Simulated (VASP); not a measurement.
Consider the following.

```
CELL_PARAMETERS angstrom
      1.63229    -6.44163     0.00000
      1.63229     6.44163     0.00000
      0.00000     0.00000     3.21206
ATOMIC_POSITIONS crystal
  B  0.93900 0.06100 0.25000
  B  0.06100 0.93900 0.75000
  B  0.25000 0.75000 0.25000
  B  0.75000 0.25000 0.75000
  Sc 0.60400 0.39600 0.25000
  Sc 0.39600 0.60400 0.75000
```

Level of theory: PBE GGA, VASP's PBE PAW potentials (set 64) (plane waves; VASP). Run with 400 eV cut-off, 5×5×5 Γ-centred mesh, Gaussian smearing of 0.27 eV, potentials B Sc_sv.

At this cut-off the stress carries a Pulay error, which pulls relaxed volumes low.

Question: Predict the energy per atom (σ→0), pressure, largest force, band gap (on the k-mesh) with the smallest direct gap where there is one.

Answer: 
| Item | Result |
|---|---|
| band gap (on the k-mesh) | none (metal, semimetal or under 0.01 eV) |
| energy per atom (σ→0) | -5.859 eV/atom |
| pressure | 5.55 GPa |
| largest force | 2.747 eV/Å |

The absolute energy has meaning only against runs of the same code, potentials and settings.

The structure was generated: ScB2 was put into an ordered model structure, which need not be its known phase. The cell was not relaxed at this level. The k-mesh is coarse (spacing up to 0.40 per Å, 2π included), so the numbers may not be converged in it.
